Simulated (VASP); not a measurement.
Data:

```xyz
2
Lattice="3.8400 0.0000 0.0000 0.0000 3.8400 0.0000 0.0000 0.0000 3.8400" Properties=species:S:1:pos:R:3 pbc="T T T"
Tl     0.0000     0.0000     0.0000
Cl     1.9200     1.9200     1.9200
```

All values below come from LDA (Ceperley-Alder, Perdew-Zunger), VASP's LDA PAW potentials (set 64) (plane waves; VASP). Run with 300 eV cut-off, 7×7×7 Γ-centred mesh, Fermi-Dirac smearing of 0.010 eV, potentials Tl_d Cl.

At this cut-off the stress carries a Pulay error, which pulls relaxed volumes low.

### Question
What does the run give for the energy per atom (σ→0), pressure?

### Answer

```
Item                               Result
---------------------  ------------------
energy per atom (σ→0)  -334.8 kJ/mol-atom
pressure                        -3.69 GPa
```

The structure is a typed TlCl crystal (Pm-3m). The cell was not relaxed at this level.
